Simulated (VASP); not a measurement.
# Ga2GeO5 (Pmc2_1) in VASP: relaxation of cell and atoms with PBE

Aim: the relaxation of cell and atoms of Ga2GeO5 with PBE.

Program: VASP 6.6.1. These are calculated values, not measurements. Logs are shortened: lines on timing, memory, paths and dates and some standing lists are left out, and cuts for length are marked.

### 1 The crystal as given

It takes space group Pmc2_1 (No. 26, orthorhombic). The conventional cell has a = 3.030 Å, b = 8.080 Å, c = 7.920 Å, α = 90.00°, β = 90.00°, γ = 90.00°. Ga (site symmetry m) has 4 O at 1.74 to 1.82 Å as nearest neighbours. Ga (site symmetry m) is surrounded by 6 O at 1.99 to 2.03 Å. Ge (site symmetry m) is surrounded by 4 O at 1.74 to 1.82 Å. Around O (site symmetry m) lie 1 Ge at 1.74 Å and 1 Ga at 1.74 Å. O (site symmetry m) has 3 Ga at 1.79 to 1.99 Å as nearest neighbours. O (site symmetry m) is surrounded by 1 Ge at 1.79 Å and 2 Ga at 1.99 Å. O (site symmetry m) is surrounded by 2 Ge at 1.82 Å and 1 Ga at 2.03 Å. O (site symmetry m) is surrounded by 3 Ga at 1.82 to 2.03 Å.

The cell was built by a generator and needn't be a form met in nature.

### 2 Relaxation of cell and atoms, PBE

File INCAR:

```
  ALGO = Fast
  EDIFF = 1E-4
  EDIFFG = -0.08
  ENCUT = 520
  GGA = PE
  IBRION = 2
  ISIF = 3
  ISMEAR = 0
  KPAR = 2
  LASPH = True
  LCHARG = False
  LREAL = Auto
  LWAVE = False
  NELM = 60
  NSW = 24
  PREC = Normal
  SIGMA = 0.15
```

File KPOINTS:

```
k-points
0
Gamma
  5 2 2
```

File POSCAR:

```
Ga2GeO5
1.0
    3.0300000000      0.0000000000      0.0000000000
    0.0000000000      8.0800000000      0.0000000000
    0.0000000000      0.0000000000      7.9200000000
Ga Ge O
4 2 10
Direct
    0.5000000000      0.5907000000      0.3515000000
    0.0000000000      0.7500000000      0.0000000000
    0.5000000000      0.4093000000      0.8515000000
    0.0000000000      0.2500000000      0.5000000000
    0.5000000000      0.9093000000      0.6485000000
    0.5000000000      0.0907000000      0.1485000000
    0.5000000000      0.7500000000      0.5000000000
    0.5000000000      0.6718000000      0.1410000000
    0.5000000000      0.8282000000      0.8590000000
    0.0000000000      0.0314000000      0.6273000000
    0.0000000000      0.4686000000      0.3727000000
    0.5000000000      0.2500000000      0.0000000000
    0.5000000000      0.1718000000      0.3590000000
    0.5000000000      0.3282000000      0.6410000000
    0.0000000000      0.9686000000      0.1273000000
    0.0000000000      0.5314000000      0.8727000000
```

Potentials or basis: VASP PAW PBE potentials, release 64 (Ga_d, Ge_d, O).

Started as:

```
> cat potpaw_PBE.64/Ga_d/POTCAR potpaw_PBE.64/Ge_d/POTCAR potpaw_PBE.64/O/POTCAR > POTCAR
> mpirun -np 2 vasp_std > vasp.out
```

OUTCAR:

```text
EDIFF = 1E-4
   EDIFFG = -0.08
   ENCUT = 520
   GGA = PE
   IBRION = 2
   ISIF = 3
   ISMEAR = 0
   LASPH = True
   LREAL = Auto
   NELM = 60
   NSW = 24
   PREC = Normal

 ion  position               nearest neighbor table
   1  0.500  0.591  0.352-   7 1.74   8 1.79  11 1.82  11 1.82
   2  0.000  0.750  0.000-   8 1.99   9 1.99   8 1.99   9 1.99  15 2.03  16 2.03
   3  0.500  0.409  0.852-  12 1.74  14 1.79  16 1.82  16 1.82
   4  0.000  0.250  0.500-  13 1.99  14 1.99  13 1.99  14 1.99  10 2.03  11 2.03
   5  0.500  0.909  0.648-   7 1.74   9 1.79  10 1.82  10 1.82
   6  0.500  0.091  0.148-  12 1.74  13 1.79  15 1.82  15 1.82
   7  0.500  0.750  0.500-   1 1.74   5 1.74
   8  0.500  0.672  0.141-   1 1.79   2 1.99   2 1.99
   9  0.500  0.828  0.859-   5 1.79   2 1.99   2 1.99
  10  0.000  0.031  0.627-   5 1.82   5 1.82   4 2.03
  11  0.000  0.469  0.373-   1 1.82   1 1.82   4 2.03
  12  0.500  0.250  0.000-   3 1.74   6 1.74
  13  0.500  0.172  0.359-   6 1.79   4 1.99   4 1.99
  14  0.500  0.328  0.641-   3 1.79   4 1.99   4 1.99
  15  0.000  0.969  0.127-   6 1.82   6 1.82   2 2.03
  16  0.000  0.531  0.873-   3 1.82   3 1.82   2 2.03

  LATTYP: Found a simple orthorhombic cell.
 ALAT       =     3.0300000000
 B/A-ratio  =     2.6138613861
 C/A-ratio  =     2.6666666667

  Lattice vectors:

 A1 = (  -3.0300000000,   0.0000000000,   0.0000000000)
 A2 = (   0.0000000000,   0.0000000000,   7.9200000000)
 A3 = (   0.0000000000,   8.0800000000,   0.0000000000)

Analysis of symmetry for initial positions (statically):
=====================================================================
 Subroutine PRICEL returns:
 Original cell was already a primitive cell.

 Routine SETGRP: Setting up the symmetry group for a
 simple orthorhombic supercell.

 Subroutine GETGRP returns: Found  4 space group operations
 (whereof  2 operations were pure point group operations)
 out of a pool of  8 trial point group operations.

The static configuration has the point symmetry C_1h.
 The point group associated with its full space group is C_2v.

Analysis of symmetry for dynamics (positions and initial velocities):
=====================================================================
 Subroutine PRICEL returns:
 Original cell was already a primitive cell.

 Routine SETGRP: Setting up the symmetry group for a
 simple orthorhombic supercell.

[... 142 lines left out ...]
  Fermi-wavevector in a.u.,A,eV,Ry     =   1.468671  2.775385 29.347683  2.156994
  Thomas-Fermi vector in A             =   2.584140
   LORBIT       =      0    0 simple, 1 ext, 2 COOP (PROOUT), +10 PAW based schemes
   GGA     = PE    functional components
   LHFCALC =     F    Hartree Fock is set to
   AEXX    =    0.0000 exact exchange contribution
   IVDW    =     0    specifies the selected vdW correction
   LEPSILON=     F    determine dielectric tensor
   LRPA    =     F    only Hartree local field effects (RPA)
 conjugate gradient relaxation of ions
 non-spin polarized calculation
 RMM-DIIS sequential band-by-band and
 Gauss-broadening in eV      SIGMA  =   0.15
  energy-cutoff  :      520.00
  volume of cell :      193.90
 maximum number of plane-waves:      5282
   NGX = 11   NGY = 31   NGZ = 29

--------------------------------------- Ionic step        1  -------------------------------------------

 number of electron     140.0000102 magnetization

 Free energy of the ion-electron system (eV)
  ---------------------------------------------------
  ext. energy  EPLUGINS =         0.00000000
  ---------------------------------------------------
  free energy    TOTEN  =       -96.68930207 eV

  energy without entropy =      -96.68930207  energy(sigma->0) =      -96.68930207

------------------------ aborting loop because EDIFF is reached ----------------------------------------

  FORCE on cell =-STRESS in cart. coord.  units (eV):
  Direction    XX          YY          ZZ          XY          YZ          ZX
  --------------------------------------------------------------------------------------
  -------------------------------------------------------------------------------------
  Total        9.7218160      5.7319788      5.1186832      0.0000000      0.0000000      0.0000000
  in kB       80.3301929     47.3626496     42.2950617      0.0000000      0.0000000      0.0000000
  external PRESSURE =      56.6626347 kB  Pullay stress =       0.0000000 kB
[... 131 lines left out ...]
  FREE ENERGIE OF THE ION-ELECTRON SYSTEM (eV)
  ---------------------------------------------------
  free  energy   TOTEN  =       -97.3894481404 eV

  energy  without entropy=      -97.3894481404  energy(sigma->0) =      -97.38944814

[... ionic steps 4 to 11 ...]

--------------------------------------- Ionic step       12  -------------------------------------------

 number of electron     140.0000066 magnetization

------------------------ aborting loop because EDIFF is reached ----------------------------------------
[... 95 lines left out ...]
--------------------------------------- Ionic step       14  -------------------------------------------

 number of electron     140.0000067 magnetization

 Free energy of the ion-electron system (eV)
  ---------------------------------------------------
  ext. energy  EPLUGINS =         0.00000000
  ---------------------------------------------------
  free energy    TOTEN  =       -97.58321553 eV

  energy without entropy =      -97.58321553  energy(sigma->0) =      -97.58321553

 E-fermi :   2.8295     XC(G=0): -10.3280

 val. band max:        2.0831721674   @ k =   0.0000   0.0000   0.5000
 cond. band min:       3.9894440215   @ k =   0.0000   0.0000   0.0000
 fundamental gap:      1.9062718541
 Fermi energy:         2.8295426542

 k-point     1 :       0.0000    0.0000    0.0000
  band No.  band energies     occupation
      1     -21.9636      2.00000
      2     -21.9623      2.00000
      3     -21.8585      2.00000
      4     -21.8551      2.00000
      5     -21.7509      2.00000
      6     -21.7508      2.00000
[... 1009 lines left out ...]
     81      11.3493      0.00000
     82      11.3501      0.00000
 [bands above 82 left out]

------------------------ aborting loop because EDIFF is reached ----------------------------------------

  FORCE on cell =-STRESS in cart. coord.  units (eV):
  Direction    XX          YY          ZZ          XY          YZ          ZX
  --------------------------------------------------------------------------------------
  -------------------------------------------------------------------------------------
  Total       -0.6370864     -0.5016910     -0.3997626      0.0000000      0.0000000      0.0000000
  in kB       -5.0777910     -3.9986443     -3.1862414      0.0000000      0.0000000      0.0000000
  external PRESSURE =      -4.0875589 kB  Pullay stress =       0.0000000 kB
[... 31 lines left out ...]
  FREE ENERGIE OF THE ION-ELECTRON SYSTEM (eV)
  ---------------------------------------------------
  free  energy   TOTEN  =       -97.5832155342 eV

  energy  without entropy=      -97.5832155342  energy(sigma->0) =      -97.58321553

 reached required accuracy - stopping structural energy minimisation
```

OSZICAR:

```text
N       E                     dE             d eps       ncg     rms          rms(c)
DAV:   1     0.241795952291E+04    0.24180E+04   -0.59723E+04  2568   0.348E+03
DAV:   2     0.558806381771E+03   -0.18592E+04   -0.17234E+04  2056   0.110E+03
[... 119 lines left out ...]
DAV:   1    -0.975902775333E+02   -0.11151E-01   -0.27978E+00  2476   0.909E+00    0.100E+00
RMM:   2    -0.975847327758E+02    0.55448E-02   -0.15314E-01  2705   0.259E+00    0.524E-01
RMM:   3    -0.975824252573E+02    0.23075E-02   -0.64926E-02  2817   0.151E+00    0.123E-01
RMM:   4    -0.975831659777E+02   -0.74072E-03   -0.15605E-02  3112   0.625E-01    0.907E-02
RMM:   5    -0.975832031848E+02   -0.37207E-04   -0.30534E-03  2943   0.233E-01    0.400E-02
RMM:   6    -0.975832155342E+02   -0.12349E-04   -0.67487E-04  1908   0.114E-01
  14 F= -.97583216E+02 E0= -.97583216E+02  d E =-.405166E-02
```

CONTCAR:

```text
Ga2GeO5
   1.00000000000000
     3.0690852722752791    0.0000000000000000    0.0000000000000000
     0.0000000000000000    8.2402501552694716    0.0000000000000000
     0.0000000000000000    0.0000000000000000    7.9484917242395756
  Ga              Ge              O
     4     2    10
Direct
     0.5000000000000000    0.5899740740710769    0.3501139665930332
     0.0000000000000000    0.7382376641705850    0.9984294453420929
     0.5000000000000000    0.4100259259289230    0.8501139665930333
     0.0000000000000000    0.2617623358294153    0.4984294453420930
     0.5000000000000000    0.9043866243147326    0.6500741396761052
     0.5000000000000000    0.0956133756852673    0.1500741396761051
[... 8 lines left out ...]
     0.0000000000000000    0.9754823339770520    0.1313225198002592
     0.0000000000000000    0.5345369663474108    0.8697106379544171

  0.00000000E+00  0.00000000E+00  0.00000000E+00
  0.00000000E+00  0.00000000E+00  0.00000000E+00
  0.00000000E+00  0.00000000E+00  0.00000000E+00
  0.00000000E+00  0.00000000E+00  0.00000000E+00
  0.00000000E+00  0.00000000E+00  0.00000000E+00
  0.00000000E+00  0.00000000E+00  0.00000000E+00
[... 8 lines left out ...]
  0.00000000E+00  0.00000000E+00  0.00000000E+00
  0.00000000E+00  0.00000000E+00  0.00000000E+00
```

Wall time 4.9 min (2 MPI ranks of Intel Xeon 6975P-C (Granite Rapids), shared host); peak memory 0.27 GiB.

What came out:

| Item | Value |
| --- | --- |
| Free energy | -97.5832 eV |
| Relaxed volume | 12.56 Å³/atom |
| Relaxed cell | a = 3.069 Å, b = 8.240 Å, c = 7.948 Å, α = 90.00°, β = 90.00°, γ = 90.00° |
| Space group after relaxing (to 0.05 Å) | Pmc2_1 (No. 26) |
| Energy gained by relaxing | 55.9 meV/atom |
| Ionic steps | 14 |
| Pressure after relaxing | -0.4 GPa |
| Largest force after relaxing | 0.068 eV/Å |
| Band gap on the k mesh | 1.91 eV, indirect (least direct gap 1.91 eV) |

Forces in eV/Å, atoms in the order of the input:
```
Ga   0.000  0.042 -0.009
Ga   0.000 -0.020  0.034
Ga   0.000 -0.042 -0.009
Ga   0.000  0.020  0.034
Ge   0.000 -0.006 -0.016
Ge   0.000  0.006 -0.016
O    0.000  0.004  0.057
O    0.000  0.040 -0.052
O    0.000 -0.023 -0.062
O    0.000 -0.026  0.037
O    0.000 -0.067  0.010
O    0.000 -0.004  0.057
O    0.000  0.023 -0.062
O    0.000 -0.040 -0.052
O    0.000  0.026  0.037
O    0.000  0.067  0.010
```

Stress tensor (GPa, compression positive):
```
-0.51  0.00  0.00
 0.00 -0.40  0.00
 0.00  0.00 -0.32
```

Step by step:
```csv
step,energy change (eV),largest force (eV/Å),pressure (GPa),volume (Å³)
1,0.0000,3.8026,5.67,193.90
2,2.1691,13.9673,3.50,206.17
3,-0.7001,1.3865,2.32,198.06
4,-0.7010,1.2279,2.47,197.93
5,-0.7498,1.3115,-2.97,204.15
6,-0.8273,0.3729,-0.86,201.30
7,-0.8609,0.2687,-0.15,200.57
8,-0.8628,0.3275,0.01,200.40
9,-0.8798,0.4270,0.24,199.99
10,-0.8799,0.3516,0.27,200.03
11,-0.8896,0.2013,0.45,200.25
12,-0.8898,0.1663,0.38,200.22
13,-0.8899,0.1742,0.39,200.22
14,-0.8939,0.0676,-0.41,201.02
```

Final structure:
```
Ga Ge O
1.0
     3.06909    0.00000    0.00000
     0.00000    8.24025    0.00000
     0.00000    0.00000    7.94849
Ga Ge O
4 2 10
Direct
  0.50000 0.58997 0.35011
  0.00000 0.73824 0.99843
  0.50000 0.41003 0.85011
  0.00000 0.26176 0.49843
  0.50000 0.90439 0.65007
  0.50000 0.09561 0.15007
  0.50000 0.75611 0.50148
  0.50000 0.68111 0.13615
  0.50000 0.83643 0.86272
  0.00000 0.02452 0.63132
  0.00000 0.46546 0.36971
  0.50000 0.24389 0.00148
  0.50000 0.16357 0.36272
  0.50000 0.31889 0.63615
  0.00000 0.97548 0.13132
  0.00000 0.53454 0.86971
```

Caveat: the relaxation stopped at a loose force limit of 0.08 eV/Å, so its end isn't a converged minimum. As with any semilocal functional, this PBE gap is likely too small.
